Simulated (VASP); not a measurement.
The input files of a VASP run:

INCAR:
```
# general
SYSTEM =CoSi2
PREC   =Accurate
ENCUT  =520
LREAL  =.FALSE.
LASPH  =.TRUE.

# electronic loop
EDIFF  =1E-7
NELM   =100
ALGO   =Normal
LMAXMIX=4

# smearing
ISMEAR =1
SIGMA  =0.1

# functional
GGA    =91

# ions
ISIF   =2

# output
LWAVE  =.FALSE.
LCHARG =.FALSE.
```

**KPOINTS**
```
kpoints
0
G
 10 10 10
0 0 0
```

File POSCAR:
```
CoSi2
3.7946620
  0.0000000000   0.7071068719   0.7071068719
  0.7071068719   0.0000000000   0.7071068719
  0.7071068719   0.7071068719   0.0000000000
Co Si
1 2
Cart
  0.0000000000   0.0000000000   0.0000000000
  0.3535534360   0.3535534360   0.3535534360
  1.0606603079   1.0606603079   1.0606603079
```

POTCAR, in this order: Co Si (PBE.64 set). Program: vasp_std.

Problem. Write an equivalent input for Quantum ESPRESSO's pw.x.

Solution. One equivalent input (not run):
```
&CONTROL
  calculation = 'scf'
  pseudo_dir = './pseudo'
  outdir = './out'
  tprnfor = .true.
  tstress = .true.
/
&SYSTEM
  ibrav = 0
  nat = 3
  ntyp = 2
  ecutwfc = 96
  occupations = 'smearing'
  smearing = 'methfessel-paxton'
  degauss = 0.00735
  input_dft = 'pw91'
/
&ELECTRONS
  conv_thr = 7.3e-09
  electron_maxstep = 100
/
ATOMIC_SPECIES
  Co 58.933 Co.upf
  Si 28.085 Si.upf
CELL_PARAMETERS angstrom
     0.0000000    2.6832316    2.6832316
     2.6832316    0.0000000    2.6832316
     2.6832316    2.6832316    0.0000000
ATOMIC_POSITIONS crystal
  Co   0.0000000  0.0000000  0.0000000
  Si   0.2500000  0.2500000  0.2500000
  Si   0.7500000  0.7500000  0.7500000
K_POINTS automatic
  10 10 10 0 0 0
```
The two are equivalent in intent, not identical: the potentials are each code's own (VASP's PAW set, PseudoDojo norm-conserving files in pw.x), so ENCUT and ecutwfc are chosen apart and not converted; conv_thr bounds pw.x's estimated SCF error, while EDIFF bounds the energy change between steps.

The compound is CoSi2 in the fluorite structure. It was relaxed first.
